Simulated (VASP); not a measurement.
Data:

```
InP
1.0
    0.00000     2.97872     2.97872
    2.97872     0.00000     2.97872
    2.97872     2.97872     0.00000
In P
1 1
Cartesian
  0.00000   0.00000   0.00000
  1.48936   1.48936   1.48936
```

Method: PBE0 hybrid, VASP's PBE PAW potentials (set 64) (plane waves; VASP 6.6.1). Numerical set-up: 520 eV cut-off, 6×6×6 Γ-centred mesh, Gaussian smearing of 0.050 eV, potentials In_d P.

Unless said otherwise, spin-orbit coupling is left out, though it shifts the bands of the heavy elements here.

Problem. Estimate the energy per atom (σ→0), pressure, band gap (over the mesh, the named points and PBE's band edges) with the smallest direct gap where there is one.

Solution. 
| Property | Result |
|---|---|
| band gap (over the mesh, the named points and PBE's band edges) | 1.80 eV |
| smallest direct gap (over the mesh, the named points and PBE's band edges) | 1.80 eV |
| energy per atom (σ→0) | -5.434 eV/atom |
| pressure | -2.25 GPa |

The compound is InP in the zinc blende structure. It was relaxed first.
